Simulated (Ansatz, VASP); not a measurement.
# Cross-check of Sb2Se3 between VASP and Ansatz

Aim: how closely do two programs agree when they are given the same cell, functional and k mesh? Of the first pair: The structure shown is the start of the Ansatz relaxation below; VASP solves that cell, so the two are compared at the walk's first step.

Calculated with Ansatz 0.2.0; plane waves, with VASP 6.6.1 beside it; single point at PBE.

## (1) Starting point

The cell holds 5 atoms: 3 Se and 2 Sb. Its edges and angles: a = 4.060 Å, b = 4.060 Å, c = 41.200 Å, α = 90.0°, β = 90.0°, γ = 120.0°. Vacuum lies along c.

Structure file:

```cif
data_structure
_symmetry_space_group_name_H-M 'P 1'
_symmetry_Int_Tables_number 1
_cell_length_a 4.0600
_cell_length_b 4.0600
_cell_length_c 41.2000
_cell_angle_alpha 90.000
_cell_angle_beta 90.000
_cell_angle_gamma 120.000
_cell_volume 588.14
loop_
_atom_site_label
_atom_site_type_symbol
_atom_site_fract_x
_atom_site_fract_y
_atom_site_fract_z
_atom_site_occupancy
Se1 Se 0.00000 0.00000 0.50000 1
Se2 Se 0.66667 0.33333 0.58495 1
Se3 Se 0.33333 0.66667 0.41505 1
Sb4 Sb 0.33333 0.66667 0.54612 1
Sb5 Sb 0.66667 0.33333 0.45388 1
```

## (2) Ansatz: relaxation, PBE

Ansatz runs on its PAW soft_1 files.

The two programs are compared at the cell with which this relaxation starts, whose forces are those of its first step.

input.yaml reads:

```yaml
crystal:
  lattice:
    - [4.06, 0.0, 0.0]
    - [-2.03, 3.5160631394, 0.0]
    - [0.0, 0.0, 41.2]
  atoms:
    - { symbol: Se, position: [0.0, 0.0, 0.5] }
    - { symbol: Sb, position: [0.3333333333, 0.6666666667, 0.5461165049] }
    - { symbol: Sb, position: [0.6666666667, 0.3333333333, 0.4538834951] }
    - { symbol: Se, position: [0.6666666667, 0.3333333333, 0.5849514563] }
    - { symbol: Se, position: [0.3333333333, 0.6666666667, 0.4150485437] }
  periodic: [true, true, false]
kpoints:
  mp_grid: { grid: [6, 6, 1] }
hamiltonian:
  xc: pbe
  pseudopotentials: { kind: paw, azcp: { folder: soft_1 } }
scf:
  occupations: { method: fermi_dirac, width: 0.02 }
relax:
  f_tol: 0.01
  max_steps: 100
  cell: {}
```

Command:

```console
ansatz run input.yaml --threads 4 --pin off --max-ram 17510MiB --backend cpu --events-out ev --progress --plain --runs-dir out
```

Numbers of over 12 decimals in the logs are rounded to 6 here.

Output:

```text
Engine: ansatz 0.2.0, aarch64-unknown-linux-gnu
Pseudopotentials: kind: paw
Pseudopotential: Se, paw, valence charge 16, recommended cutoff 420 eV (normal), soft_1/Se.paw.azcp
Pseudopotential: Sb, paw, valence charge 15, recommended cutoff 420 eV (normal), soft_1/Sb.paw.azcp
Functional definition: PBE
  parameter kappa = 0.804
  parameter beta = 0.066725
  exchange = pbe_x(kappa = kappa, mu = beta*pi^2/3)
  correlation = pbe_c(beta = beta)
Crystal: 5 atoms, lattice volume = 588.139 Å³
Basis set: ecut = 420 eV, 11489 PW (Γ), exchange–correlation on 60×60×576 points (8 copies of the dense FFT grid, shifted against one another)
Bands: 47, of which v1, the nominal top of the filled ones, is band 39 counted from 1 (38 counted from 0)
Symmetry: 12 space group operations
Space group: P-3m1 (ITA 164), of the structure as read, at distance tolerance 8.4e-5 Å
k-points: 7 of 36
Non-local potential: Se, projectors of the file, l = 0: 2, l = 1: 2, l = 2: 3, l = 3: 1
Non-local potential: Sb, projectors of the file, l = 0: 2, l = 1: 2, l = 2: 2, l = 3: 1
PAW form: soft (Blöchl's): semilocal exchange-correlation on the pseudo side does not see the compensation charge
PAW one-centre angular grid: Se, 590 points (default); XC on 64 Gauss nodes
PAW one-centre angular grid: Sb, 590 points (default); XC on 64 Gauss nodes
Initial density: superposition of atomic densities (neutral atoms: chi_scale 0, normalization atom)
Initial wavefunctions: pseudopotential atomic-orbital guess
Functional: x = pbe(κ = 0.804, μ = 0.219515), c = pbe(β = 0.066725)
SCF iter   1: F=—  HF=-29378.292459 eV  |F-HF|=—  |Δ(HF+E_count)|=         —  Δρ=1.38e-2  dr2=2.75e0  ethr=3.10e-3  ⟨swp⟩=15.1  Hψ=1807  notcnv=0
preconditioner: auto → Resta (q_TF=auto, 1.948 Å⁻¹)  ε∞=1.8  [insulator: Δε(μ)=1.121 eV  Ē_g=9.108 eV  σ=0.020 eV  W_gap=1.00  n_scr=90 (ndim 8)  ℏωp=8.1 eV  f_vac=0.744  D(μ)=0.00/eV (n_scr^D=0)  ε∞_Penn≈1.8  vacuum switching on, ρ_ref=6.0e-3 e/Å³]
SCF iter   2: F=—  HF=-29377.980901 eV  |F-HF|=—  |Δ(HF+E_count)|=   3.12e-1  Δρ=8.22e-3  dr2=2.86e0  ethr=3.10e-3  ⟨swp⟩=4.1  Hψ=614  notcnv=0  defer=11
SCF iter   3: F=—  HF=-29377.802377 eV  |F-HF|=—  |Δ(HF+E_count)|=   1.79e-1  Δρ=5.63e-3  dr2=9.88e-1  ethr=3.10e-3  ⟨swp⟩=3.9  Hψ=539  notcnv=0  defer=11
SCF iter   4: F=—  HF=-29377.709323 eV  |F-HF|=—  |Δ(HF+E_count)|=   9.31e-2  Δρ=2.87e-3  dr2=1.30e-1  ethr=1.27e-3  ⟨swp⟩=2.6  Hψ=474  notcnv=0  defer=11
SCF iter   5: F=—  HF=-29377.697644 eV  |F-HF|=—  |Δ(HF+E_count)|=   1.17e-2  Δρ=6.69e-4  dr2=3.69e-3  ethr=1.67e-4  ⟨swp⟩=3.1  Hψ=501  notcnv=0  defer=11
SCF iter   6: F=—  HF=-29377.697676 eV  |F-HF|=—  |Δ(HF+E_count)|=   3.14e-5  Δρ=1.35e-4  dr2=1.06e-4  ethr=4.73e-6  ⟨swp⟩=2.0  Hψ=450  notcnv=0  defer=11
SCF iter   7: F=—  HF=-29377.697714 eV  |F-HF|=—  |Δ(HF+E_count)|=   3.81e-5  Δρ=3.87e-5  dr2=8.51e-6  ethr=1.36e-7  ⟨swp⟩=3.1  Hψ=523  notcnv=0  defer=11
SCF iter   8: F=—  HF=-29377.697800 eV  |F-HF|=—  |Δ(HF+E_count)|=   8.64e-5  Δρ=6.15e-6  dr2=2.91e-7  ethr=1.09e-8  ⟨swp⟩=2.9  Hψ=617  notcnv=0  defer=11
SCF iter   9: F=-29377.697800 eV  HF=-29377.697800 eV  |F-HF|=2.83e-8  |Δ(HF+E_count)|=   1.08e-7  Δρ=1.91e-6  dr2=1.78e-8  ethr=1.28e-10  ⟨swp⟩=7.0  Hψ=1432  notcnv=0
SCF 1 converged in 9 iterations: F = -29377.697800 eV  dr2 = 1.78e-8
  greatest PAW one-centre occupation: 1.000 electrons in one spin orbital (limit 2), on the Se atom at site 0 (counted from 0), in its partial waves of l = 2
relax step   1: F+E_penalty+E_count = -29377.69780036 eV  Δ(F+E_penalty+E_count) = +0.000e0 eV  max|allowed force component| = 3.042e-1 eV/Å  Δτ_max = 0.0000 Å  P = -0.579 N/m  Ω = 588.139 Å³  fix = [c, alpha, beta]  reactions: c -0.000 N/m  (9 SCF iters, dr2 threshold 1.00e-7 eV, accepted)
[...]
relax step   2: F+E_penalty+E_count = -29377.68101895 eV  Δ(F+E_penalty+E_count) = +1.678e-2 eV  max|allowed force component| = 4.528e-1 eV/Å  Δτ_max = 0.1346 Å  P = +0.857 N/m  Ω = 592.066 Å³  energy of the carried Pulay correction = -7.381e-5 eV  fix = [c, alpha, beta]  (7 SCF iters, dr2 threshold 5.00e-7 eV, rejected (line search))
[...]
relax step   3: F+E_penalty+E_count = -29377.71123705 eV  Δ(F+E_penalty+E_count) = -1.344e-2 eV  max|allowed force component| = 2.743e-3 eV/Å  Δτ_max = 0.0513 Å  P = -0.056 N/m  Ω = 589.506 Å³  energy of the carried Pulay correction = -2.575e-5 eV  fix = [c, alpha, beta]  reactions: c -0.000 N/m  (11 SCF iters, accepted)
[...]
relax step   4: F+E_penalty+E_count = -29377.71126507 eV  Δ(F+E_penalty+E_count) = -2.803e-5 eV  max|allowed force component| = 3.086e-4 eV/Å  Δτ_max = 0.0004 Å  P = -0.020 N/m  Ω = 589.126 Å³  energy of the carried Pulay correction = -1.860e-5 eV  fix = [c, alpha, beta]  reactions: c -0.000 N/m  (6 SCF iters, dr2 threshold 2.76e-9 eV, accepted)
[...]
relax step   5: F+E_penalty+E_count = -29377.71128512 eV  Δ(F+E_penalty+E_count) = -2.005e-5 eV  max|allowed force component| = 3.045e-4 eV/Å  Δτ_max = 0.0000 Å  P = -0.020 N/m  Ω = 589.126 Å³  fix = [c, alpha, beta]  reactions: c -0.000 N/m  stress off target by 1.99e-2 N/m on what of the cell is left free  SCF on the basis re-selected at this cell (its energy is not comparable with the rows above)  (8 SCF iters)
basis re-selected at this cell: Δ(F+E_penalty+E_count) = -2.005e-5 eV, ΔP = +0.000 N/m vs the last step (what re-selecting the basis moved, of the pressure what is left beyond the Pulay correction that the steps carried, after the strain that the cell walked since its last selection, with what the two solves' SCF thresholds leave and, on support functions, any second-order correction that the steps lacked; it is no m [...]
SCF converged after 8 iterations
Free energy (F): -29377.711285 eV
Harris-Foulkes:  -29377.711285 eV  (|F-HF|=7.60e-10)
Internal energy: -29377.711285 eV  (E = F + TS)
E sigma→0 (E₀):  -29377.711285 eV
Fermi energy:    -5.271930 eV
--- Per-component energies (eV) ---
  E_band       = -2581.696164
  E_kinetic    = 651.412444
  E_local      = -294930.066300  (includes V_loc(G=0)·N_el)
  E_nonlocal   = -286.958881
  E_hartree    = 146851.513107
  E_xc         = -453.380987
  E_vxc        = -452.500661  (∫ρ·V_xc dr)
  E_paw        = -15470.328435  (= ΣΔE_a)
  E_vpaw       = -1266.608362  (= ΣTr[D̂ρ^β])
  E_aug_tail   = -0.000832  (compensation charges beyond the density's cutoff)
  E_ewald      = 134260.098598
  E_smearing   = -0.000000  (= −TS)
  E_closure    = -0.000000  (closes the sum)
  Σ components = -29377.711285   (vs F -29377.711285, Δ=0.00e0)
--- Forces (eV/Å), atoms counted from 1 ---
  atom   1  Se    -0.00000000     0.00000000     0.00000000
  atom   2  Sb    -0.00000000    -0.00000000    -0.00030450
  atom   3  Sb     0.00000000     0.00000000     0.00030450
  atom   4  Se     0.00000000    -0.00000000    -0.00019286
  atom   5  Se    -0.00000000     0.00000000     0.00019286
  max |Σ_I F_I| component: 3.70e-17 eV/Å
--- 2D stress c σ (N/m, compression-positive) ---
       -0.019867      -0.000000       0.000000
       -0.000000      -0.019867       0.000000
        0.000000       0.000000      -0.000000
  P = ½ c Tr σ = -0.0199 N/m
--- Relaxed structure (4 steps of the walk, 3 accepted, 1 SCFs on fresh bases) ---
  F+E_penalty+E_count = -29377.71128512 eV   max|allowed force component| = 3.045e-4 eV/Å   (the final SCF, on the basis selected at the relaxed cell)
  cell:  # Å, volume = 589.1260 Å³
    - [4.063406, 0.0, 0]
    - [-2.031703, 3.519012, 0]
    - [0, 0, 41.2]
  atoms:
    - { symbol: Se, position: [0, 0, 0.5] }
    - { symbol: Sb, position: [0.333333, 0.666667, 0.545971] }
    - { symbol: Sb, position: [0.666667, 0.333333, 0.454029] }
    - { symbol: Se, position: [0.666667, 0.333333, 0.583718] }
    - { symbol: Se, position: [0.333333, 0.666667, 0.416282] }
```

Reading the cycles: dr2 is the Hartree energy of the density residual (eV), the measure of convergence; HF is the Harris–Foulkes estimate of the energy, which meets the free energy F at convergence.

## (3) VASP: single point, PBE, start cell, pair 1

The same cell, functional, mesh and smearing now go to VASP, with its own data sets.

Lines of VASP's logs that name or quote its potential files are left out, and so is its time.

INCAR reads:

```
SYSTEM = Sb2Se3
PREC = Accurate
ENCUT = 400
EDIFF = 1E-06
NELM = 120
ISMEAR = -1
SIGMA = 0.02
LREAL = .FALSE.
ALGO = Normal
GGA = PE
NBANDS = 20
LORBIT = 11
LWAVE = .FALSE.
LCHARG = .FALSE.
ISIF = 2
LDIPOL = .TRUE.
IDIPOL = 3
DIPOL = 0.5 0.5 0.5
LVHAR = .TRUE.
LASPH = .TRUE.
GGA_COMPAT = .FALSE.
EFERMI = MIDGAP
NELMDL = -8
KPAR = 2
```

POSCAR reads:

```
Sb2Se3
1.0
    4.0600000000      0.0000000000      0.0000000000
   -2.0300000000      3.5160630000      0.0000000000
    0.0000000000      0.0000000000     41.2000000000
Se Sb
3 2
Direct
    1.0000000000      0.0000000000      0.5000000000
    0.6666666666      0.3333333334      0.5849514563
    0.3333333333      0.6666666667      0.4150485437
    0.3333333333      0.6666666667      0.5461165049
    0.6666666666      0.3333333334      0.4538834951
```

KPOINTS reads:

```
Automatic mesh
0
Gamma
6 6 1
0 0 0
```

The projector-augmented-wave data sets are Se and Sb (PBE family, release 64).

Command:

```console
mpirun -np 2 vasp_std
```

Output:

```text
[banner, memory and clock lines left out]
running    2 mpi-ranks, on    1 nodes
 distrk:  each k-point on    1 cores,    2 groups
 distr:  one band on    1 cores,    1 groups

 POSCAR found type information on POSCAR SeSb
 POSCAR found :  2 types and       5 ions
 LDA part: xc-table for (Slater+PW92), standard interpolation
 POSCAR, INCAR and KPOINTS ok, starting setup
 FFT: planning ... GRIDC
 FFT: planning ... GRID_SOFT
 FFT: planning ... GRID
 WAVECAR not read
 entering main loop
       N       E                     dE             d eps       ncg     rms          rms(c)
DAV:   1     0.199427842714E+03    0.19943E+03   -0.70436E+03   280   0.767E+02
DAV:   2     0.128946045639E+02   -0.18653E+03   -0.18202E+03   436   0.151E+02
DAV:   3    -0.193486081682E+02   -0.32243E+02   -0.31780E+02   336   0.745E+01
DAV:   4    -0.206306501307E+02   -0.12820E+01   -0.12712E+01   336   0.183E+01
DAV:   5    -0.206667009701E+02   -0.36051E-01   -0.35866E-01   360   0.299E+00
DAV:   6    -0.206677687619E+02   -0.10678E-02   -0.10656E-02   376   0.528E-01
DAV:   7    -0.206678017848E+02   -0.33023E-04   -0.33017E-04   396   0.825E-02
DAV:   8    -0.206678033527E+02   -0.15679E-05   -0.15679E-05   340   0.131E-02    0.551E+00
DAV:   9    -0.200808585368E+02    0.58694E+00   -0.18411E+00   284   0.565E+00    0.369E+00
DAV:  10    -0.200825727509E+02   -0.17142E-02   -0.33797E-01   316   0.348E+00    0.132E+00
DAV:  11    -0.200846713418E+02   -0.20986E-02   -0.69487E-02   308   0.153E+00    0.505E-01
DAV:  12    -0.200849094295E+02   -0.23809E-03   -0.87114E-03   316   0.522E-01    0.282E-01
DAV:  13    -0.200852486155E+02   -0.33919E-03   -0.11237E-03   308   0.204E-01    0.937E-02
DAV:  14    -0.200852581825E+02   -0.95669E-05   -0.58229E-04   320   0.133E-01    0.239E-02
DAV:  15    -0.200852797924E+02   -0.21610E-04   -0.71146E-05   308   0.505E-02    0.145E-02
DAV:  16    -0.200853027492E+02   -0.22957E-04   -0.16727E-05   316   0.238E-02    0.554E-03
DAV:  17    -0.200853142224E+02   -0.11473E-04   -0.22152E-06   244   0.897E-03    0.282E-03
DAV:  18    -0.200853255323E+02   -0.11310E-04   -0.40371E-07   192   0.340E-03    0.138E-03
DAV:  19    -0.200853344035E+02   -0.88713E-05   -0.17665E-07   180   0.210E-03    0.577E-04
DAV:  20    -0.200853494838E+02   -0.15080E-04   -0.52243E-07   240   0.209E-03    0.905E-04
DAV:  21    -0.200853533725E+02   -0.38887E-05   -0.74281E-08   188   0.904E-04    0.606E-04
DAV:  22    -0.200853550305E+02   -0.16580E-05   -0.33699E-08   176   0.628E-04    0.167E-04
DAV:  23    -0.200853556042E+02   -0.57376E-06   -0.13518E-08   152   0.422E-04
   1 F= -.20085356E+02 E0= -.20085356E+02  d E =-.619860E-09
```

Parts of OUTCAR (step 3):

```text
ion  position               nearest neighbor table
   1  0.000  0.000  0.500-   5 3.02   4 3.02   4 3.02   5 3.02   4 3.02   5 3.02
   2  0.667  0.333  0.585-   4 2.84   4 2.84   4 2.84
   3  0.333  0.667  0.415-   5 2.84   5 2.84   5 2.84
   4  0.333  0.667  0.546-   2 2.84   2 2.84   2 2.84   1 3.02   1 3.02   1 3.02
   5  0.667  0.333  0.454-   3 2.84   3 2.84   3 2.84   1 3.02   1 3.02   1 3.02

  LATTYP: Found a hexagonal cell.
 ALAT       =     4.0600000000
 C/A-ratio  =    10.1477832512

 Subroutine GETGRP returns: Found 12 space group operations
 (whereof 12 operations were pure point group operations)

The static configuration has the point symmetry D_3d.

 Found      7 irreducible k-points:

   k-points           NKPTS =      7   k-points in BZ     NKDIM =      7   number of bands    NBANDS=     20

   dimension x,y,z NGX =    28 NGY =   28 NGZ =  270
   dimension x,y,z NGXF=    56 NGYF=   56 NGZF=  540

   ENCUT  =  400.0 eV  29.40 Ry    5.42 a.u.   6.62  6.62 67.19*2*pi/ulx,y,z

   NELECT =      28.0000    total number of electrons

 k-points in reciprocal lattice and weights: Automatic mesh
   0.00000000  0.00000000  0.00000000       0.028
   0.16666667  0.00000000  0.00000000       0.167
   0.33333333  0.00000000  0.00000000       0.167
   0.50000000 -0.00000000  0.00000000       0.083
   0.16666667  0.16666667  0.00000000       0.167
   0.33333333  0.16666667  0.00000000       0.333
   0.33333333  0.33333333  0.00000000       0.056

 dipolmoment           0.000000      0.000000      0.000000 electrons x Angstroem

 average (electrostatic) potential at core
       1 -61.0669       2 -61.1277       3 -61.1277       4 -96.3177       5 -96.3177

 E-fermi :  -2.9077

 k-point     1 :       0.0000    0.0000    0.0000
  band No.  band energies     occupation
    ...
     10      -4.5559      2.00000
     11      -4.2199      2.00000
     12      -4.2199      2.00000
     13      -4.1888      2.00000
     14      -3.4579      2.00000
     15      -2.5451      0.00000
     16      -1.5865      0.00000
     17      -1.5865      0.00000
     18      -0.7482      0.00000
     19      -0.5412      0.00000
    ...

 k-point     2 :       0.1667    0.0000    0.0000
  band No.  band energies     occupation
    ...
     10      -4.9446      2.00000
     11      -4.8851      2.00000
     12      -4.1459      2.00000
     13      -3.6510      2.00000
     14      -3.3047      2.00000
     15      -1.8679      0.00000
     16      -1.2450      0.00000
     17      -1.1633      0.00000
     18      -0.6555      0.00000
     19      -0.1661      0.00000
    ...

 k-point     3 :       0.3333    0.0000    0.0000
  band No.  band energies     occupation
    ...
     10      -5.4280      2.00000
     11      -5.0004      2.00000
     12      -4.7397      2.00000
     13      -4.3067      2.00000
     14      -3.4146      2.00000
     15      -1.8993      0.00000
     16      -0.9793      0.00000
     17      -0.7103      0.00000
     18      -0.0357      0.00000
     19       0.4581      0.00000
    ...

  Total       -0.5823224     -0.5823223     -1.1789791      0.0000000      0.0000000      0.0000000
  in kB       -1.5863322     -1.5863321     -3.2117135      0.0000000      0.0000000      0.0000000
  external PRESSURE =      -2.1281260 kB  Pullay stress =       0.0000000 kB

  energy-cutoff  :      400.00
  volume of cell :      588.14
      direct lattice vectors                 reciprocal lattice vectors
     4.060000000  0.000000000  0.000000000     0.246305419  0.142204505  0.000000000
    -2.030000000  3.516063000  0.000000000     0.000000000  0.284409011  0.000000000
     0.000000000  0.000000000 41.200000000     0.000000000  0.000000000  0.024271845

 POSITION                                       TOTAL-FORCE (eV/Angst)
 -----------------------------------------------------------------------------------
      0.00000      0.00000     20.60000         0.000000      0.000000      0.000000
      2.03000      1.17202     24.10000         0.000000     -0.000000     -0.296266
     -0.00000      2.34404     17.10000        -0.000000      0.000000      0.296266
     -0.00000      2.34404     22.50000         0.000000      0.000000      0.241113
      2.03000      1.17202     18.70000        -0.000000     -0.000000     -0.241113
 -----------------------------------------------------------------------------------
    total drift:                                0.000000     -0.000000     -0.000000

  FREE ENERGIE OF THE ION-ELECTRON SYSTEM (eV)
  ---------------------------------------------------
  free  energy   TOTEN  =       -20.0853556042 eV

  energy  without entropy=      -20.0853556036  energy(sigma->0) =      -20.08535560

 vacuum level on the upper side and lower side of the slab         2.348         2.348

 total charge
# of ion       s       p       d       tot
------------------------------------------
    1        1.478   2.286   0.028   3.792
    2        1.488   2.243   0.021   3.751
    3        1.488   2.243   0.021   3.751
    4        1.318   0.887   0.055   2.261
    5        1.318   0.887   0.055   2.261
--------------------------------------------------
tot          7.090   8.545   0.180  15.816

[... 3 further parts left out ...]
```

## (4) Comparison

Known differences besides the potentials themselves: Ansatz cuts the interaction across the vacuum, VASP repeats the sheet with a dipole correction; the data sets hold 78 valence electrons in Ansatz (on its PAW soft_1 files) and 28 in VASP; the cutoff is 420 eV in Ansatz and 400 eV in VASP. Total energies have different zeros and are not compared.

Forces (eV/Å; atoms numbered as in POSCAR):

```
atom        Ansatz x, y, z          VASP x, y, z
 Se1   0.000, 0.000, 0.000   0.000, 0.000, 0.000
 Se2  0.000, 0.000, -0.304  0.000, 0.000, -0.296
 Se3   0.000, 0.000, 0.304   0.000, 0.000, 0.296
 Sb4   0.000, 0.000, 0.264   0.000, 0.000, 0.241
 Sb5  0.000, 0.000, -0.264  0.000, 0.000, -0.241
```

The forces differ by 8.9 meV/Å r.m.s., which is 6.4 % of the r.m.s. force of 0.139 eV/Å (both taken over all components). With vacuum in the cell, a pressure given here is an average over mostly empty space and none of the material.

[end of part 1 of 2]

[Lines on the potential files, build, host, timing and source positions are cut from VASP's logs without a mark.]

[Logs are printed without paths, hosts, clocks, repeated set-up lines and the standing remarks that a program may print on its own settings, such as how far it seeks lower states.]

[Hosts, paths, dates, database ids (printed as entryN), source tags and the programs' standing remarks are cut or masked in the printed files.]
